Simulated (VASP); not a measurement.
Energy against volume of CrO₂ (rutile). Method: optB88-vdW, VASP's PBE PAW potentials (set 64) (plane waves; VASP). Settings: 520 eV cut-off, 7×7×10 Γ-centred mesh, first-order Methfessel-Paxton smearing of 0.10 eV, potentials Cr_pv O.

Shape and ions are relaxed at each volume.

| V (Å³/atom) | E (eV/atom) |
|---|---|
| 9.256 | -6.38277 |
| 9.543 | -6.39040 |
| 9.829 | -6.38491 |
| 10.115 | -6.36848 |

Task: Fit these four points and predict the energy of the run at 8.970 Å³/atom.

Result: A cubic in V^(−2/3), the third-order Birch-Murnaghan form, passes through the four points with V0 = 9.56 Å³/atom and B0 = 242 GPa, and gives -6.3595 eV/atom there. The run gave -6.3595 eV/atom, +0.0 meV/atom from the fit; all five points give B0 = 242 GPa.

The compound is CrO2 in the rutile structure. It was relaxed first.
